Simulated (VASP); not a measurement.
Consider the following.

```xyz
3
Lattice="0.0000 2.4588 2.4588 2.4588 0.0000 2.4588 2.4588 2.4588 0.0000" Properties=species:S:1:pos:R:3 pbc="T T T"
Hf     0.0000     0.0000     0.0000
O      1.2294     1.2294     1.2294
O      3.6882     3.6882     3.6882
```

The numbers are results of AM05 GGA, VASP's PBE PAW potentials (set 64) (plane waves; VASP 6.6.1), not measurements. Settings: 520 eV cut-off, 8×8×8 Γ-centred mesh, Gaussian smearing of 0.050 eV, potentials Hf_pv O.

The job: HfO2 (fluorite), 3 atoms, AM05, static run, 520 eV, 8×8×8 Γ-centred mesh. Roughly how much core time does it take on a busy server core?

About 10 core-seconds (one run on a shared machine, a rough figure). It had 29 irreducible k-points, 15 bands, up to 821 plane waves and 14 electronic steps.

The compound is HfO2 in the fluorite structure, the high-temperature cubic form, which is unstable at 0 K; the monoclinic form is the stable one. This cell is one point of a volume scan, at 0.94 of the reference volume.
